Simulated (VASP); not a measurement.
# Mesh, vacuum, cutoff and functional for Ir(110), part 3 of 5

Wanted: the error that each setting leaves in the work function or ionisation potential of Ir(110).

VASP 6.6.1, plane waves and PAW; the level of theory is named at each step.

So far, highest filled level below the vacuum (eV): step 2 (the base run) 5.06; step 3 (another mesh, mesh points along a 2, k-mesh 2×3×1) 5.04.

## (7) Another vacuum, vacuum width 5

Level of this step: PBE; plane waves and PAW (Ir) (VASP).

Too little vacuum lets the faces of neighbouring images overlap, and too much only costs plane waves.

Contents of INCAR:

```
SYSTEM = Ir
PREC = Normal
ENCUT = 350
EDIFF = 1E-06
NELM = 120
ISMEAR = 1
SIGMA = 0.1
LREAL = .FALSE.
ALGO = Normal
GGA = PE
NBANDS = 39
LORBIT = 11
LWAVE = .FALSE.
LCHARG = .FALSE.
KPAR = 4
IDIPOL = 3
LDIPOL = .TRUE.
DIPOL = 0.5 0.5 0.5
LVHAR = .TRUE.
LVACPOTAV = .TRUE.
```

Contents of POSCAR:

```
Ir
1.0
    3.8400000000      0.0000000000      0.0000000000
    0.0000000000      2.7152900398      0.0000000000
    0.0000000000      0.0000000000     13.1458701193
Ir
7
Direct
    0.0000000000      0.0000000000      0.1901737943
    0.5000000000      0.5000000000      0.2934491962
    0.0000000000      0.0000000000      0.3967245981
    0.5000000000      0.5000000000      0.5000000000
    0.0000000000      0.0000000000      0.6032754019
    0.5000000000      0.5000000000      0.7065508038
    0.0000000000      0.0000000000      0.8098262057
```

Contents of KPOINTS:

```
Automatic mesh
0
Gamma
7 9 1
0 0 0
```

Potentials, in the order of the species: Ir (PBE family, release 64).

Launch:

```sh
mpirun -np 4 vasp_std
```

The log of the run:

```text
[... set-up lines as in an earlier step ...]
 entering main loop
       N       E                     dE             d eps       ncg     rms          rms(c)
DAV:   1     0.523440461390E+03    0.52344E+03   -0.21964E+04  1560   0.113E+03
DAV:   2    -0.205044243273E+02   -0.54394E+03   -0.51747E+03  1588   0.416E+02
DAV:   3    -0.599875194191E+02   -0.39483E+02   -0.35961E+02  2149   0.101E+02
DAV:   4    -0.619161794030E+02   -0.19287E+01   -0.18264E+01  1981   0.236E+01
DAV:   5    -0.619864865236E+02   -0.70307E-01   -0.69696E-01  2062   0.345E+00    0.348E+01
DAV:   6    -0.596646987349E+02    0.23218E+01   -0.10620E+01  2300   0.262E+01    0.200E+01
DAV:   7    -0.729649238468E+02   -0.13300E+02   -0.60222E+01  2663   0.721E+01    0.317E+01
DAV:   8    -0.606719810371E+02    0.12293E+02   -0.20816E+01  2829   0.442E+01    0.124E+01
DAV:   9    -0.588039312123E+02    0.18680E+01   -0.11994E+01  2416   0.302E+01    0.787E+00
DAV:  10    -0.581396241725E+02    0.66431E+00   -0.25216E+00  2554   0.140E+01    0.203E+00
DAV:  11    -0.581524949004E+02   -0.12871E-01   -0.32536E-01  2239   0.496E+00    0.158E+00
DAV:  12    -0.581405619507E+02    0.11933E-01   -0.62355E-02  2315   0.283E+00    0.106E+00
DAV:  13    -0.581350798274E+02    0.54821E-02   -0.77558E-03  2215   0.756E-01    0.463E-01
DAV:  14    -0.581337726742E+02    0.13072E-02   -0.26782E-03  2322   0.368E-01    0.200E-01
DAV:  15    -0.581338588675E+02   -0.86193E-04   -0.38596E-04  1973   0.155E-01    0.201E-01
DAV:  16    -0.581336068922E+02    0.25198E-03   -0.37116E-04  2459   0.193E-01    0.546E-02
DAV:  17    -0.581335898558E+02    0.17036E-04   -0.66307E-05  2422   0.577E-02    0.161E-02
DAV:  18    -0.581335914798E+02   -0.16241E-05   -0.13392E-05  2234   0.256E-02    0.144E-02
DAV:  19    -0.581335902239E+02    0.12559E-05   -0.30161E-06  1121   0.202E-02    0.292E-03
DAV:  20    -0.581335902359E+02   -0.12012E-07   -0.80664E-07   909   0.379E-03
 -----------------------------------------------------------------------------
|                                                                             |
|           W    W    AA    RRRRR   N    N  II  N    N   GGGG   !!!           |
|           W    W   A  A   R    R  NN   N  II  NN   N  G    G  !!!           |
|           W    W  A    A  R    R  N N  N  II  N N  N  G       !!!           |
|           W WW W  AAAAAA  RRRRR   N  N N  II  N  N N  G  GGG   !            |
|           WW  WW  A    A  R   R   N   NN  II  N   NN  G    G                |
|           W    W  A    A  R    R  N    N  II  N    N   GGGG   !!!           |
|                                                                             |
|     The minimum charge density times volume of the cell along the axis      |
|     of the dipole correction is larger 1E-1, which could mean that your     |
|     workfunction is not accurate as there is no field free region in        |
|     your cell. Please consider either increasing the size of your cell      |
|     along the dipole correction (vacuum dimension) or perhaps               |
|     increasing the precision of your calculation.                           |
|                                                                             |
 -----------------------------------------------------------------------------

 [... a notice as in an earlier step ...]

   1 F= -.58133590E+02 E0= -.58133644E+02  d E =0.162419E-03
 -----------------------------------------------------------------------------
|                                                                             |
|           W    W    AA    RRRRR   N    N  II  N    N   GGGG   !!!           |
|           W    W   A  A   R    R  NN   N  II  NN   N  G    G  !!!           |
|           W    W  A    A  R    R  N N  N  II  N N  N  G       !!!           |
|           W WW W  AAAAAA  RRRRR   N  N N  II  N  N N  G  GGG   !            |
|           WW  WW  A    A  R   R   N   NN  II  N   NN  G    G                |
|           W    W  A    A  R    R  N    N  II  N    N   GGGG   !!!           |
|                                                                             |
|     The minimum charge density times volume of the cell along the axis      |
|     of the dipole correction is larger 1E-1, which could mean that your     |
|     workfunction is not accurate as there is no field free region in        |
|     your cell. Please consider either increasing the size of your cell      |
|     along the dipole correction (vacuum dimension) or perhaps               |
|     increasing the precision of your calculation.                           |
|                                                                             |
 -----------------------------------------------------------------------------

 [... a notice as in an earlier step ...]
```

The job ended after 15 s (4 MPI ranks of AMD EPYC 7R43, shared host; peak memory 0.53 GiB).

Parts of OUTCAR (step 7):

```text
   ENCUT  =  350.0 eV  25.72 Ry    5.07 a.u.   5.86  4.14 20.05*2*pi/ulx,y,z

   NELECT =      63.0000    total number of electrons

 E-fermi :   5.9483

 k-point     1 :       0.0000    0.0000    0.0000
  band No.  band energies     occupation
    ...
     28       4.7873      2.00000
     29       5.1454      2.00000
     30       5.1454      2.00000
     31       5.1973      2.00000
     32       5.2891      2.00000
     33       6.0686     -0.07077
     34       6.2218     -0.00076
     35       6.5104     -0.00000
     36       6.7099     -0.00000
     37       6.8608     -0.00000
    ...

  Total       -2.0882776     -2.1721700     -4.2464245      0.0000000      0.0000000      0.0000000
  in kB      -24.4096760    -25.3902868    -49.6360481      0.0000000      0.0000000      0.0000000
  external PRESSURE =     -33.1453370 kB  Pullay stress =       0.0000000 kB

 POSITION                                       TOTAL-FORCE (eV/Angst)
 -----------------------------------------------------------------------------------
      0.00000      0.00000      2.50000         0.000000      0.000000      0.943461
      1.92000      1.35765      3.85765         0.000000      0.000000     -0.925585
      0.00000      0.00000      5.21529         0.000000      0.000000     -0.309853
      1.92000      1.35765      6.57294         0.000000      0.000000      0.000000
      0.00000      0.00000      7.93058         0.000000      0.000000      0.309853
      1.92000      1.35765      9.28823         0.000000     -0.000000      0.925585
      0.00000      0.00000     10.64587         0.000000      0.000000     -0.943461
 -----------------------------------------------------------------------------------
    total drift:                                0.000000     -0.000000      0.000000

  FREE ENERGIE OF THE ION-ELECTRON SYSTEM (eV)
  ---------------------------------------------------
  free  energy   TOTEN  =       -58.1335902359 eV

  energy  without entropy=      -58.1337526553  energy(sigma->0) =      -58.13364438

[... 4 parts as in an earlier step ...]

[... 13 further parts left out ...]
```

Numbers from this step:

| Property | Result |
| --- | --- |
| electronic cycles | 20 |
| free energy (TOTEN) | -58.1336 eV |
| energy at zero smearing | -58.1336 eV |
| Fermi energy | 5.948 eV |

Force by atom:

| atom | x (eV/Å) | y (eV/Å) | z (eV/Å) | size |
| --- | --- | --- | --- | --- |
| Ir1 | 0.000 | 0.000 | 0.943 | 0.943 |
| Ir2 | 0.000 | 0.000 | -0.926 | 0.926 |
| Ir3 | 0.000 | 0.000 | -0.310 | 0.310 |
| Ir4 | 0.000 | 0.000 | 0.000 | 0.000 |
| Ir5 | 0.000 | 0.000 | 0.310 | 0.310 |
| Ir6 | 0.000 | 0.000 | 0.926 | 0.926 |
| Ir7 | 0.000 | 0.000 | -0.943 | 0.943 |

The program found no flat vacuum in this gap and printed no vacuum level, so no level below the vacuum can be given.

## (8) Another vacuum, vacuum width 8

INCAR is that of step 7.

Contents of POSCAR:

```
Ir
1.0
    3.8400000000      0.0000000000      0.0000000000
    0.0000000000      2.7152900398      0.0000000000
    0.0000000000      0.0000000000     16.1458701193
Ir
7
Direct
    0.0000000000      0.0000000000      0.2477413710
    0.5000000000      0.5000000000      0.3318275807
    0.0000000000      0.0000000000      0.4159137903
    0.5000000000      0.5000000000      0.5000000000
    0.0000000000      0.0000000000      0.5840862097
    0.5000000000      0.5000000000      0.6681724193
    0.0000000000      0.0000000000      0.7522586290
```

KPOINTS is that of step 7.

Launch:

```sh
mpirun -np 4 vasp_std
```

The log of the run:

```text
[... set-up lines as in an earlier step ...]
 entering main loop
       N       E                     dE             d eps       ncg     rms          rms(c)
DAV:   1     0.514113199072E+03    0.51411E+03   -0.21801E+04  1560   0.109E+03
DAV:   2    -0.187179944293E+02   -0.53283E+03   -0.50014E+03  1630   0.405E+02
DAV:   3    -0.597312900775E+02   -0.41013E+02   -0.37268E+02  2241   0.101E+02
DAV:   4    -0.617701743343E+02   -0.20389E+01   -0.19659E+01  1955   0.234E+01
[...]
DAV:  19    -0.580039428785E+02    0.51914E-05   -0.58000E-06  1656   0.211E-02    0.140E-02
DAV:  20    -0.580039382036E+02    0.46749E-05   -0.61170E-06  1659   0.129E-02    0.807E-03
DAV:  21    -0.580039377385E+02    0.46507E-06   -0.71453E-07   936   0.583E-03
 [... a notice as in an earlier step ...]

   1 F= -.58003938E+02 E0= -.58005302E+02  d E =0.409209E-02
 [... a notice as in an earlier step ...]
```

Elapsed: 18 s, on 4 MPI ranks; peak memory 0.6 GiB.

Parts of OUTCAR (step 8):

```text
  Total       -2.0889218     -2.3363920     -3.1411316      0.0000000      0.0000000      0.0000000
  in kB      -19.8803419    -22.2355250    -29.8942606      0.0000000      0.0000000      0.0000000
  external PRESSURE =     -24.0033758 kB  Pullay stress =       0.0000000 kB

 POSITION                                       TOTAL-FORCE (eV/Angst)
 -----------------------------------------------------------------------------------
      0.00000      0.00000      4.00000        -0.000000     -0.000000      1.077781
      1.92000      1.35765      5.35765         0.000000     -0.000000     -0.966229
      0.00000      0.00000      6.71529        -0.000000     -0.000000     -0.236744
      1.92000      1.35765      8.07294         0.000000     -0.000000     -0.000000
      0.00000      0.00000      9.43058         0.000000     -0.000000      0.236744
      1.92000      1.35765     10.78823         0.000000     -0.000000      0.966229
      0.00000      0.00000     12.14587         0.000000      0.000000     -1.077781
 -----------------------------------------------------------------------------------
    total drift:                                0.000000     -0.000000      0.000000

  FREE ENERGIE OF THE ION-ELECTRON SYSTEM (eV)
  ---------------------------------------------------
  free  energy   TOTEN  =       -58.0039377385 eV

  energy  without entropy=      -58.0080298295  energy(sigma->0) =      -58.00530177

[... 1 part as in an earlier step ...]

[... 2 further parts left out ...]
[key lines of the parts left out:]
E-fermi :   3.9375
```

The program found no flat vacuum in this gap and printed no vacuum level, so no level below the vacuum can be given.

## (9) Another vacuum, vacuum width 24

INCAR is that of step 8.

Contents of POSCAR:

```
Ir
1.0
    3.8400000000      0.0000000000      0.0000000000
    0.0000000000      2.7152900398      0.0000000000
    0.0000000000      0.0000000000     32.1458701193
Ir
7
Direct
    0.0000000000      0.0000000000      0.3732983415
    0.5000000000      0.5000000000      0.4155322276
    0.0000000000      0.0000000000      0.4577661138
    0.5000000000      0.5000000000      0.5000000000
    0.0000000000      0.0000000000      0.5422338862
    0.5000000000      0.5000000000      0.5844677724
    0.0000000000      0.0000000000      0.6267016585
```

KPOINTS is that of step 8.

Launch:

```sh
mpirun -np 4 vasp_std
```

The log of the run:

```text
[... set-up lines as in an earlier step ...]
 entering main loop
       N       E                     dE             d eps       ncg     rms          rms(c)
DAV:   1     0.478964474869E+03    0.47896E+03   -0.20172E+04  1568   0.975E+02
DAV:   2    -0.117769169270E+02   -0.49074E+03   -0.45509E+03  1721   0.361E+02
DAV:   3    -0.587454335806E+02   -0.46969E+02   -0.42432E+02  2083   0.988E+01
DAV:   4    -0.617220978142E+02   -0.29767E+01   -0.27553E+01  2142   0.261E+01
[...]
DAV:  29    -0.580001689984E+02   -0.15787E-05   -0.66620E-08   801   0.175E-03    0.233E-03
DAV:  30    -0.580001703355E+02   -0.13371E-05   -0.47257E-08   850   0.162E-03    0.131E-03
DAV:  31    -0.580001710418E+02   -0.70624E-06   -0.35599E-08   794   0.118E-03
 [... a notice as in an earlier step ...]

   1 F= -.58000171E+02 E0= -.58001574E+02  d E =0.420853E-02
```

It took 51 s on 4 MPI ranks; peak memory 0.85 GiB; 3.3 min of CPU time.

OUTCAR, selected parts (step 9):

```text
  Total       -2.0947498     -2.3482300     -3.1132986      0.0000000      0.0000000      0.0000000
  in kB      -10.0131359    -11.2247990    -14.8819118      0.0000000      0.0000000      0.0000000
  external PRESSURE =     -12.0399489 kB  Pullay stress =       0.0000000 kB

 POSITION                                       TOTAL-FORCE (eV/Angst)
 -----------------------------------------------------------------------------------
      0.00000      0.00000     12.00000         0.000000      0.000000      1.080296
      1.92000      1.35765     13.35765         0.000000      0.000000     -0.967562
      0.00000      0.00000     14.71529         0.000000      0.000000     -0.233824
      1.92000      1.35765     16.07294         0.000000      0.000000     -0.000000
      0.00000      0.00000     17.43058         0.000000      0.000000      0.233824
      1.92000      1.35765     18.78823         0.000000      0.000000      0.967562
      0.00000      0.00000     20.14587         0.000000      0.000000     -1.080296
 -----------------------------------------------------------------------------------
    total drift:                               -0.000000     -0.000000     -0.000000

  FREE ENERGIE OF THE ION-ELECTRON SYSTEM (eV)
  ---------------------------------------------------
  free  energy   TOTEN  =       -58.0001710418 eV

  energy  without entropy=      -58.0043795749  energy(sigma->0) =      -58.00157389

[... 1 part as in an earlier step ...]

[... 2 further parts left out ...]
[key lines of the parts left out:]
E-fermi :  -0.5375
```

Against the base run its depth below the vacuum changes by +0.00 eV and the energy by -0.0 meV an atom.

## (10) Side by side

Times are for 4 MPI ranks of AMD EPYC 7R43, shared host. The series side by side:

| no. | vacuum width | electronic cycles | free energy (TOTEN) less the lowest (eV) | time | memory (GiB) |
| --- | --- | --- | --- | --- | --- |
| 1 | 5 | 20 | 0 | 15 s | 0.53 |
| 2 | 8 | 21 | 0.1297 | 18 s | 0.6 |
| 3 | 24 | 31 | 0.1334 | 51 s | 0.85 |

## (11) A lower cutoff, ENCUT 210

A lower cutoff is cheaper, and the test is whether a potential difference survives it better than the total energy.

INCAR: that of step 9 with these lines changed.

```diff
@@ -2,3 +2,3 @@
 PREC = Normal
-ENCUT = 350
+ENCUT = 210
 EDIFF = 1E-06
```

Contents of POSCAR:

```
Ir
1.0
    3.8400000000      0.0000000000      0.0000000000
    0.0000000000      2.7152900398      0.0000000000
    0.0000000000      0.0000000000     26.1458701193
Ir
7
Direct
    0.0000000000      0.0000000000      0.3442226233
    0.5000000000      0.5000000000      0.3961484155
    0.0000000000      0.0000000000      0.4480742078
    0.5000000000      0.5000000000      0.5000000000
    0.0000000000      0.0000000000      0.5519257922
    0.5000000000      0.5000000000      0.6038515845
    0.0000000000      0.0000000000      0.6557773767
```

KPOINTS is that of step 9.

Launch:

```sh
mpirun -np 4 vasp_std
```

The log of the run:

```text
[... set-up lines as in an earlier step ...]
 entering main loop
       N       E                     dE             d eps       ncg     rms          rms(c)
DAV:   1     0.308723017749E+03    0.30872E+03   -0.16702E+04  1663   0.675E+02
DAV:   2    -0.371594693558E+02   -0.34588E+03   -0.32209E+03  1847   0.286E+02
DAV:   3    -0.608012435566E+02   -0.23642E+02   -0.21718E+02  2042   0.676E+01
DAV:   4    -0.618231928148E+02   -0.10219E+01   -0.98819E+00  2077   0.137E+01
[...]
DAV:  24    -0.580172759681E+02   -0.25861E-05   -0.19980E-07   864   0.232E-03    0.383E-03
DAV:  25    -0.580172786775E+02   -0.27095E-05   -0.77973E-07  1101   0.744E-03    0.352E-03
DAV:  26    -0.580172788236E+02   -0.14610E-06   -0.20188E-07   808   0.360E-03
 [... a notice as in an earlier step ...]

   1 F= -.58017279E+02 E0= -.58018659E+02  d E =0.414136E-02
 [... a notice as in an earlier step ...]
```

Wall time 17 s (4 MPI ranks); peak memory 0.53 GiB; 67 s of CPU time.

From OUTCAR (step 11):

```text
  Total       -4.4593921     -4.7390646     -5.3086533     -0.0000000      0.0000000      0.0000000
  in kB      -26.2081091    -27.8517610    -31.1992672     -0.0000000      0.0000000      0.0000000
  external PRESSURE =     -28.4197124 kB  Pullay stress =       0.0000000 kB

 POSITION                                       TOTAL-FORCE (eV/Angst)
 -----------------------------------------------------------------------------------
      0.00000      0.00000      9.00000         0.000000      0.000000      1.099661
      1.92000      1.35765     10.35765         0.000000      0.000000     -0.958562
      0.00000      0.00000     11.71529         0.000000     -0.000000     -0.231347
      1.92000      1.35765     13.07294         0.000000      0.000000      0.000000
      0.00000      0.00000     14.43058        -0.000000      0.000000      0.231347
      1.92000      1.35765     15.78823         0.000000      0.000000      0.958562
      0.00000      0.00000     17.14587         0.000000     -0.000000     -1.099661
 -----------------------------------------------------------------------------------
    total drift:                                0.000000     -0.000000      0.000000

  FREE ENERGIE OF THE ION-ELECTRON SYSTEM (eV)
  ---------------------------------------------------
  free  energy   TOTEN  =       -58.0172788236 eV

  energy  without entropy=      -58.0214201844  energy(sigma->0) =      -58.01865928

[... 1 part as in an earlier step ...]

[... 2 further parts left out ...]
[key lines of the parts left out:]
E-fermi :   0.4973
```

Numbers from this step:

* electronic cycles: 26
* free energy (TOTEN): -58.0173 eV
* energy at zero smearing: -58.0187 eV
* Fermi energy: 0.4973 eV
* highest filled level below the vacuum: 5.065 eV

Against the base run its depth below the vacuum changes by +0.01 eV and the energy by -2.4 meV an atom. The program printed no vacuum level, so the number is read from the planar average a third of the way across the gap.

(Part 3 of 5 ends here.)

[Lines on the potential files, build, host, timing and source positions are cut from VASP's logs without a mark.]

[Logs are printed without paths, hosts, clocks, repeated set-up lines and the standing remarks that a program may print on its own settings, such as how far it seeks lower states.]

[Hosts, paths, dates, database ids (printed as entryN), source tags and the programs' standing remarks are cut or masked in the printed files.]

[In band tables of VASP the shares of atoms and orbitals are scaled to a sum of 1 inside the atoms' spheres.]

[Runs that stopped without an error message from VASP are left out.]
